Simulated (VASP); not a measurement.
```xyz
3
Lattice="0.0000 3.0646 3.0646 3.0646 0.0000 3.0646 3.0646 3.0646 0.0000" Properties=species:S:1:pos:R:3 pbc="T T T"
Ba     0.0000     0.0000     0.0000
F      1.5323     1.5323     1.5323
F      4.5969     4.5969     4.5969
```

The numbers are results of PBE0 hybrid, VASP's PBE PAW potentials (set 64) (plane waves; VASP 6.6.1), not measurements. Numerical set-up: 400 eV cut-off, 5×5×5 Γ-centred mesh, Gaussian smearing of 0.010 eV, potentials Ba_sv F.

At this cut-off the stress carries a Pulay error, which pulls relaxed volumes low.

Q: Estimate the energy per atom (σ→0), pressure.

A: 
The energy per atom (σ→0) is -7.042 eV/atom and the pressure is -2.41 GPa.

The structure comes from a computed database's BaF2 entry; how it stands against other phases isn't given here. The cell was not relaxed at this level.
